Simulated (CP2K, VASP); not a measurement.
This is a calculation of KPt for VASP 6.6.1. The cell comes from a database or a generator and needn't be the stable form of this composition.

Contents of INCAR:

```
SYSTEM = KPt
PREC = Accurate ; ENCUT = 500
EDIFF = 1E-6 ; ISMEAR = 0
SIGMA = 0.05 ; LREAL = .False.
LASPH = .True. ; NELM = 60
ALGO = Normal ; ISIF = 2
LWAVE = .False. ; LCHARG = .False.
GGA = CA
```

File KPOINTS:

```
Automatic mesh
0
Gamma
  10 10 5
  0 0 0
```

File POSCAR:

```
KPt
1.0
    3.0008472788      0.0000000000      0.0000000000
   -1.5004236394      2.5988099763      0.0000000000
    0.0000000000      0.0000000000      5.3455780000
Pt K
1 1
Direct
    0.6666666667      0.3333333333      0.0000000000
    0.0000000000      0.0000000000      0.5000000000
```

Potentials or basis: VASP PAW LDA potentials, release 64 (Pt, K_pv).

Command:

```bash
$ cat potpaw_LDA.64/Pt/POTCAR potpaw_LDA.64/K_pv/POTCAR > POTCAR
$ mpirun -np 1 vasp_std > vasp.out
```

Problem. What does the same run look like in CP2K 2026.2? Potentials or basis there: GTH_POTENTIALS Pt GTH-PADE-q18, K GTH-PADE-q9; TZVP-MOLOPT-PBE-GTH basis.

Solution. As run (cutoffs and basis follow the program's own potentials, and thresholds, step limits or extra output files can differ):

File kpt_scf.inp:

```
&GLOBAL
  PROJECT kpt_scf
  RUN_TYPE ENERGY_FORCE
  PRINT_LEVEL LOW
&END GLOBAL
&FORCE_EVAL
  METHOD QS
  STRESS_TENSOR ANALYTICAL
  &DFT
    BASIS_SET_FILE_NAME BASIS_MOLOPT_UZH
    POTENTIAL_FILE_NAME GTH_POTENTIALS
    &MGRID
      CUTOFF 450
      REL_CUTOFF 60
      NGRIDS 5
    &END MGRID
    &QS
      METHOD GPW
      EPS_DEFAULT 1.0E-10
    &END QS
    &KPOINTS
      SCHEME MONKHORST-PACK 10 10 5
      GAMMA_CENTERED T
      SYMMETRY T
      SYMMETRY_BACKEND SPGLIB
    &END KPOINTS
    &SCF
      SCF_GUESS ATOMIC
      EPS_SCF 1.0E-6
      MAX_SCF 100
      ADDED_MOS 13
      CHOLESKY OFF
      EPS_EIGVAL 1.0E-7
      &DIAGONALIZATION ON
        ALGORITHM STANDARD
      &END DIAGONALIZATION
      &MIXING ON
        METHOD BROYDEN_MIXING
        ALPHA 0.4
        BETA 1.5
        NBUFFER 8
      &END MIXING
      &SMEAR ON
        METHOD GAUSSIAN
        SIGMA [eV] 0.05
      &END SMEAR
    &END SCF
    &XC
      &XC_FUNCTIONAL
        &LDA_X
        &END LDA_X
        &LDA_C_PW
        &END LDA_C_PW
      &END XC_FUNCTIONAL
    &END XC
    &PRINT
      &KPOINTS ON
      &END KPOINTS
      &MULLIKEN ON
      &END MULLIKEN
      &MO ON
        ENERGIES T
        OCCUPATION_NUMBERS T
        &EACH
          QS_SCF 0
        &END EACH
        ADD_LAST NUMERIC
      &END MO
      &E_DENSITY_CUBE ON
        STRIDE 1
      &END E_DENSITY_CUBE
      &V_HARTREE_CUBE ON
        STRIDE 1
      &END V_HARTREE_CUBE
      &ELF_CUBE ON
        STRIDE 1
      &END ELF_CUBE
    &END PRINT
  &END DFT
  &SUBSYS
    &CELL
      A 3.0008472788 0.0000000000 0.0000000000
      B -1.5004236394 2.5988099763 0.0000000000
      C 0.0000000000 0.0000000000 5.3455780000
      PERIODIC XYZ
    &END CELL
    &COORD
      SCALED
      Pt  0.6666666667 0.3333333333 0.0000000000
      K   0.0000000000 0.0000000000 0.5000000000
    &END COORD
    &KIND Pt
      BASIS_SET TZVP-MOLOPT-PBE-GTH-q18
      POTENTIAL GTH-PADE-q18
    &END KIND
    &KIND K
      BASIS_SET TZVP-MOLOPT-PBE-GTH-q9
      POTENTIAL GTH-PADE-q9
    &END KIND
    &PRINT
      &ATOMIC_COORDINATES ON
      &END ATOMIC_COORDINATES
      &CELL ON
      &END CELL
    &END PRINT
  &END SUBSYS
  &PRINT
    &FORCES ON
    &END FORCES
    &STRESS_TENSOR ON
    &END STRESS_TENSOR
  &END PRINT
&END FORCE_EVAL
```

Potentials or basis: GTH_POTENTIALS Pt GTH-PADE-q18, K GTH-PADE-q9; TZVP-MOLOPT-PBE-GTH basis.

Launch:

```console
$ OMP_NUM_THREADS=1 cp2k.psmp -i kpt_scf.inp -o kpt_scf.out
```

Both were run:

|  | VASP | CP2K |
| --- | --- | --- |
| Pressure | -5.4 GPa | -15.5 GPa |

The potentials hold 17 and 27 valence electrons a cell.

The two programs' LDA may be different fits to the electron gas.

The two runs disagree by more than potentials and bases usually give (in gap, levels, pressure or energy); the cause wasn't traced.

Pressure is positive in compression.
